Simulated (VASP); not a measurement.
```
CELL_PARAMETERS angstrom
      4.96221     0.00000     0.00000
      0.00000     4.96221     0.00000
      0.00000     0.00000     3.35182
ATOMIC_POSITIONS crystal
  Mn 0.00000 0.00000 0.00000
  Mn 0.50000 0.50000 0.50000
  F  0.30499 0.30499 0.00000
  F  0.80499 0.19501 0.50000
  F  0.19501 0.80499 0.50000
  F  0.69501 0.69501 0.00000
```
Starting moments (μB, in the order of the record's atoms Mn Mn F F F F): 4.7 -4.7 0.0 0.0 0.0 0.0.

The numbers are results of PBE GGA + U (Dudarev), VASP's PBE PAW potentials (set 64) (plane waves; VASP), not measurements. Run with 520 eV cut-off, Gaussian smearing of 0.050 eV, potentials Mn_pv F, U − J: Mn 3.90 eV.

### Question
What does the run give for the cell moment, band gap (along the path) with the smallest direct gap where there is one?

### Answer

```json
{
  "band gap (along the path)": "3.55 eV",
  "smallest direct gap (along the path)": "3.59 eV",
  "cell_moment": "0.00 μB"
}
```

The compound is MnF2 in the rutile structure. It was relaxed first, which changed the volume by +5 %.
